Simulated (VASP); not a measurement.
Level of theory: PBEsol GGA, VASP's PBE PAW potentials (set 64) (plane waves; VASP).

A VASP calculation is set up with these files.

### INCAR
```
ALGO=Normal
EDIFF=1E-6
EDIFFG=-0.01
ENCUT=400
GGA=PS
IBRION=2
ISIF=3
ISMEAR=1
LASPH=.TRUE.
LCHARG=.FALSE.
LMAXMIX=4
LREAL=.FALSE.
LWAVE=.FALSE.
NELM=100
NSW=60
PREC=Accurate
SIGMA=0.1
SYSTEM=Ti
```

### POSCAR
```
Ti
1.0
  1.4457044992  -2.5040337007   0.0000000000
  1.4457044992   2.5040337007   0.0000000000
  0.0000000000   0.0000000000   4.5865499090
Ti
2
direct
  0.3333330000   0.6666670000   0.2500000000
  0.6666670000   0.3333330000   0.7500000000
```

KPOINTS:
```
Automatic mesh
0
Gamma
13 13 7
0 0 0
```

POTCAR, in this order: Ti_sv (PBE.64 set). Program: vasp_std.

The resulting files:

File OSZICAR:
```
       N       E                     dE             d eps       ncg     rms          rms(c)
DAV:   1     0.225000733232E+03    0.22500E+03   -0.11922E+04  2704   0.161E+03
DAV:   2     0.851425244292E+01   -0.21649E+03   -0.21500E+03  2752   0.456E+02
DAV:   3    -0.178771314247E+02   -0.26391E+02   -0.26279E+02  5272   0.130E+02
DAV:   4    -0.188404937532E+02   -0.96336E+00   -0.96316E+00  2712   0.262E+01
DAV:   5    -0.188885441183E+02   -0.48050E-01   -0.48050E-01  4448   0.413E+00    0.130E+01
DAV:   6    -0.166782066088E+02    0.22103E+01   -0.79075E+00  3176   0.333E+01    0.328E+00
DAV:   7    -0.166471377204E+02    0.31069E-01   -0.91404E-01  4024   0.812E+00    0.208E+00
DAV:   8    -0.166722626287E+02   -0.25125E-01   -0.22528E-01  3144   0.647E+00    0.748E-01
DAV:   9    -0.166627083275E+02    0.95543E-02   -0.55685E-02  3224   0.273E+00    0.571E-02
DAV:  10    -0.166628914979E+02   -0.18317E-03   -0.21566E-03  4248   0.357E-01    0.922E-02
DAV:  11    -0.166629531873E+02   -0.61689E-04   -0.22099E-04  3064   0.121E-01    0.248E-02
DAV:  12    -0.166629423460E+02    0.10841E-04   -0.37326E-05  3856   0.460E-02    0.100E-02
DAV:  13    -0.166629423323E+02    0.13676E-07   -0.10962E-06  2080   0.117E-02
   1 F= -.16662942E+02 E0= -.16662830E+02  d E =-.166629E+02
       N       E                     dE             d eps       ncg     rms          rms(c)
DAV:   1    -0.166646100974E+02   -0.16678E-02   -0.39927E-02  4456   0.279E+00    0.357E-01
DAV:   2    -0.166629275827E+02    0.16825E-02   -0.71515E-03  3792   0.100E+00    0.915E-02
DAV:   3    -0.166628762411E+02    0.51342E-04   -0.11550E-03  3856   0.221E-01    0.331E-02
DAV:   4    -0.166629161754E+02   -0.39934E-04   -0.18655E-04  3584   0.983E-02    0.146E-02
DAV:   5    -0.166629489895E+02   -0.32814E-04   -0.64068E-05  3504   0.558E-02    0.191E-02
DAV:   6    -0.166629603702E+02   -0.11381E-04   -0.23766E-05  4056   0.388E-02    0.518E-03
DAV:   7    -0.166629617226E+02   -0.13525E-05   -0.22921E-06  2312   0.124E-02    0.654E-04
DAV:   8    -0.166629616075E+02    0.11517E-06   -0.25757E-07  1496   0.449E-03
   2 F= -.16662962E+02 E0= -.16662850E+02  d E =-.192752E-04
       N       E                     dE             d eps       ncg     rms          rms(c)
DAV:   1    -0.166631246127E+02   -0.16289E-03   -0.37297E-03  4472   0.852E-01    0.110E-01
DAV:   2    -0.166629619105E+02    0.16270E-03   -0.67560E-04  3800   0.308E-01    0.279E-02
DAV:   3    -0.166629607562E+02    0.11543E-05   -0.10525E-04  3840   0.671E-02    0.998E-03
DAV:   4    -0.166629661994E+02   -0.54432E-05   -0.16869E-05  3256   0.296E-02    0.441E-03
DAV:   5    -0.166629685282E+02   -0.23289E-05   -0.65990E-06  3448   0.181E-02    0.584E-03
DAV:   6    -0.166629685347E+02   -0.65056E-08   -0.20528E-06  2296   0.118E-02
   3 F= -.16662969E+02 E0= -.16662856E+02  d E =-.262024E-04
```

OUTCAR:
```
------------------------ aborting loop because EDIFF is reached ----------------------------------------
  FORCE on cell =-STRESS in cart. coord.  units (eV):
  Direction    XX          YY          ZZ          XY          YZ          ZX
  --------------------------------------------------------------------------------------
  Total        0.0029384      0.0029384      0.0146765      0.0000000      0.0000000     -0.0000000
  in kB        0.1419831      0.1419831      0.7091619      0.0000000      0.0000000     -0.0000000
  external PRESSURE =       0.3310427 kB  Pullay stress =       0.0000000 kB
  volume of cell :       33.16
      direct lattice vectors                 reciprocal lattice vectors
     1.444871248 -2.502590467  0.000000000     0.346051595 -0.199792977  0.000000000
     1.444871248  2.502590467  0.000000000     0.346051595  0.199792977  0.000000000
    -0.000000000  0.000000000  4.585001951     0.000000000  0.000000000  0.218102415
 POSITION                                       TOTAL-FORCE (eV/Angst)
 -----------------------------------------------------------------------------------
      1.44487      0.83420      1.14625         0.000000     -0.000000      0.000000
      1.44487     -0.83420      3.43875        -0.000000      0.000000      0.000000
 -----------------------------------------------------------------------------------
    total drift:                                0.000171      0.001048     -0.000018
  FREE ENERGIE OF THE ION-ELECTRON SYSTEM (eV)
  ---------------------------------------------------
  free  energy   TOTEN  =       -16.6629685347 eV

  energy  without entropy=      -16.6626312184  energy(sigma->0) =      -16.66285610

 reached required accuracy - stopping structural energy minimisation
```
(Selected blocks of OUTCAR.)

**CONTCAR**
```
Ti
   1.00000000000000
     1.4448712480141330   -2.5025904672148980    0.0000000000000000
     1.4448712480141330    2.5025904672148980    0.0000000000000000
    -0.0000000000000000    0.0000000000000000    4.5850019509477313
  Ti
     2
Direct
     0.3333330000000032    0.6666669999999968    0.2500000000000000
     0.6666669999999968    0.3333330000000032    0.7500000000000000
```

The compound is Ti in the hcp structure. This run relaxes it. Symmetry was kept, so distortions that lower it aren't found. The start is the result of an earlier pass.
